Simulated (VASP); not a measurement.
Data:

```yaml
crystal:
  lattice:
    - [-2.87439, 2.87439, 2.87439]
    - [2.87439, -2.87439, 2.87439]
    - [2.87439, 2.87439, -2.87439]
  atoms:
    - { symbol: Rb, position: [0.00000, 0.00000, 0.00000] }
```

Computed with r2SCAN+rVV10, VASP's PBE PAW potentials (set 64) (plane waves; VASP). Settings: 520 eV cut-off, 9×9×9 Γ-centred mesh, first-order Methfessel-Paxton smearing of 0.10 eV, potentials Rb_sv.

### Question
Estimate the energy per atom (σ→0), band gap (on the k-mesh) with the smallest direct gap where there is one.

### Answer

```
Item                                                        Result
------------------------  ----------------------------------------
band gap (on the k-mesh)  none (metal, semimetal or under 0.01 eV)
energy per atom (σ→0)                              -13.626 eV/atom
```

Only differences to runs with the same potentials and settings are physical.

The compound is Rb in the bcc structure. This cell is one point of a volume scan, at 1.03 of the reference volume.
